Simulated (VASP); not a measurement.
Data:

```
Ru
1.0
    1.34230    -2.27925     0.00000
    1.34230     2.27925     0.00000
    0.00000     0.00000     4.38739
Ru
2
Direct
  0.33333   0.66667   0.25000
  0.69102   0.35769   0.75000
```

These are PBEsol GGA, VASP's PBE PAW potentials (set 64) (plane waves; VASP) values and carry that method's errors. Numerical set-up: 400 eV cut-off, 14×14×8 Γ-centred mesh, first-order Methfessel-Paxton smearing of 0.10 eV, potentials Ru_pv.

### Question
Give the force on each atom (eV/Å).

### Answer

| atom | Fx | Fy | Fz |
|---|---|---|---|
| Ru1 | 0.363 | 0.076 | 0.000 |
| Ru2 | -0.363 | -0.076 | 0.000 |

### Question
Give the stress tensor in GPa (positive for a compressed cell).

### Answer

```
  0.10   -1.52    0.00
 -1.52    8.40    0.00
  0.00    0.00  -17.47
```
The pressure is its mean diagonal, -2.99 GPa.

The compound is Ru in the hcp structure. The cell was not relaxed at this level, atoms are displaced from their ideal sites. The run is one of a series of settings (GGA = PS against the base run), some of them coarse on purpose.
